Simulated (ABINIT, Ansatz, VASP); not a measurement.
# Code comparison for ZrH (P4_2/mmc, 4 atoms in the cell)

Self-consistent single point.

```
ZrH
1.0
    3.26696     0.00000     0.00000
    0.00000     3.26696     0.00000
    0.00000     0.00000     5.04998
Zr H
2 2
Cartesian
  0.00000   1.63348   2.52499
  1.63348   0.00000   0.00000
  1.63348   1.63348   1.26250
  1.63348   1.63348   3.78749
```

Shared settings, as Ansatz (a quantum-chemistry and plane-wave program) writes them: kpoints.mp_grid.grid = 7 7 5; scf.occupations.method = fermi_dirac; scf.occupations.width = 0.0037 Ry. Potentials and cutoffs stand in the table.

```
code                                                                              model  pressure (GPa)   cutoff
------  -------------------------------------------------------------------------------  --------------  -------
ABINIT  LDA (PW92), norm-conserving pseudopotentials (PseudoDojo nc-sr-04 LDA standard)           -8.61    37 Ha
VASP                                       LDA (PZ), VASP's LDA PAW potentials (set 64)           -9.73   300 eV
Ansatz                                              LDA (PW92), PAW files made with PBE           -8.67  30.9 Ry
```

The spread over the programs that give each value: pressure within 1.12 GPa.

Ansatz's pressure is given at a fixed set of plane waves, as the other plane-wave codes print theirs; with its correction for the finite basis it is -8.61 GPa. The same LDA comes in different parametrisations, which differ slightly. In the pressure, VASP (by 1.07) lies more than 1 GPa from the median of the plane-wave programs.

VASP's run is marked for a possible Pulay error in its stress at this cutoff; no cutoff test was made.

The starting cell comes from a database of computed structures (which also holds hypothetical and non-ambient phases and stackings), without a prior relaxation at this level. Its lattice was rescaled by a random factor within 2.5 % of one.

Left out of this page: GPAW, CP2K, FLEUR and SIESTA (not drawn, or without a comparable value).

Keys are those of Ansatz 0.2.
